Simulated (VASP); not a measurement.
Output of a VASP run:

File OSZICAR:
```
       N       E                     dE             d eps       ncg     rms          rms(c)
DAV:   1     0.367110685777E+02    0.36711E+02   -0.44512E+03   522   0.105E+03
DAV:   2    -0.142003504990E+02   -0.50911E+02   -0.47499E+02   654   0.171E+02
DAV:   3    -0.164165625313E+02   -0.22162E+01   -0.22132E+01   670   0.417E+01
DAV:   4    -0.164590938855E+02   -0.42531E-01   -0.42492E-01   771   0.564E+00
DAV:   5    -0.164593957026E+02   -0.30182E-03   -0.30181E-03   724   0.437E-01    0.252E+00
DAV:   6    -0.139792169944E+02    0.24802E+01   -0.40294E-01   755   0.613E+00    0.215E+00
DAV:   7    -0.145301854701E+02   -0.55097E+00   -0.14614E-01   663   0.510E+00    0.360E-01
DAV:   8    -0.146093410068E+02   -0.79156E-01   -0.20877E-01   625   0.515E+00    0.893E-01
DAV:   9    -0.143049315120E+02    0.30441E+00   -0.51705E-02   569   0.336E+00    0.696E-01
DAV:  10    -0.144589009032E+02   -0.15397E+00   -0.54483E-02   764   0.350E+00    0.227E-01
DAV:  11    -0.144657084169E+02   -0.68075E-02   -0.49773E-03   620   0.893E-01    0.213E-01
DAV:  12    -0.144612126564E+02    0.44958E-02   -0.12733E-02   634   0.140E+00    0.107E-01
DAV:  13    -0.144634942168E+02   -0.22816E-02   -0.84137E-03   678   0.108E+00    0.169E-01
DAV:  14    -0.144645253608E+02   -0.10311E-02   -0.88956E-03   679   0.128E+00    0.430E-02
DAV:  15    -0.144658195141E+02   -0.12942E-02   -0.15190E-03   684   0.374E-01    0.515E-02
DAV:  16    -0.144659180408E+02   -0.98527E-04   -0.40421E-05   704   0.942E-02    0.554E-02
DAV:  17    -0.144658902001E+02    0.27841E-04   -0.12193E-05   740   0.404E-02    0.437E-02
DAV:  18    -0.144657400519E+02    0.15015E-03   -0.27915E-03   669   0.561E-01    0.188E-02
DAV:  19    -0.144656876063E+02    0.52446E-04   -0.28660E-04   664   0.222E-01    0.749E-03
DAV:  20    -0.144656907269E+02   -0.31206E-05   -0.28506E-05   660   0.553E-02    0.429E-03
DAV:  21    -0.144656960817E+02   -0.53547E-05   -0.10433E-06   613   0.103E-02    0.535E-03
DAV:  22    -0.144657215732E+02   -0.25492E-04   -0.85337E-05   718   0.988E-02    0.886E-03
DAV:  23    -0.144657213576E+02    0.21562E-06   -0.53816E-06   705   0.306E-02
   1 F= -.14465721E+02 E0= -.14465721E+02  d E =-.144657E+02
```

OUTCAR:
```
------------------------ aborting loop because EDIFF is reached ----------------------------------------
  FORCE on cell =-STRESS in cart. coord.  units (eV):
  Direction    XX          YY          ZZ          XY          YZ          ZX
  --------------------------------------------------------------------------------------
  Total       -0.0125920     -0.0125920     -0.0125920      0.0000000     -0.0000000     -0.0000000
  in kB       -0.6134105     -0.6134105     -0.6134105      0.0000000     -0.0000000     -0.0000000
  external PRESSURE =      -0.6134105 kB  Pullay stress =       0.0000000 kB
  volume of cell :       32.89
      direct lattice vectors                 reciprocal lattice vectors
     0.000000000  2.542967826  2.542967826    -0.196620655  0.196620655  0.196620655
     2.542967826  0.000000000  2.542967826     0.196620655 -0.196620655  0.196620655
     2.542967826  2.542967826  0.000000000     0.196620655  0.196620655 -0.196620655
  FREE ENERGIE OF THE ION-ELECTRON SYSTEM (eV)
  ---------------------------------------------------
  free  energy   TOTEN  =       -14.4657213576 eV

  energy  without entropy=      -14.4657213576  energy(sigma->0) =      -14.46572136

 reached required accuracy - stopping structural energy minimisation
```
(Selected blocks of OUTCAR.)

### POSCAR
```
LiCl
1
    0.0000000000     2.5429678259     2.5429678259
    2.5429678259     0.0000000000     2.5429678259
    2.5429678259     2.5429678259     0.0000000000
Li Cl
1 1
Direct
  0.0000000000   0.0000000000   0.0000000000
  0.5000000000   0.5000000000   0.5000000000
```

**Question.** Reconstruct the remaining input files.

**Answer.** Several could match; the one computed here: the input of the run itself, SCAN meta-GGA, plane waves, VASP's PBE PAW potentials (set 64).

**KPOINTS**
```
Automatic mesh
0
Gamma
8 8 8
0 0 0
```

**INCAR**
```
SYSTEM = LiCl
PREC = Accurate
ENCUT = 520
EDIFF = 1E-6
NELM = 100
ALGO = Normal
LREAL = .FALSE.
LASPH = .TRUE.
ISMEAR = 0
SIGMA = 0.05
METAGGA = SCAN
LMIXTAU = .TRUE.
LWAVE = .FALSE.
LCHARG = .FALSE.
IBRION = 2
ISIF = 3
NSW = 60
EDIFFG = -0.01
```

POTCAR, in this order: Li_sv Cl (PBE.64 set). Program: vasp_std.

The compound is LiCl in the rock salt structure. It was relaxed first. The start is the result of an earlier pass.
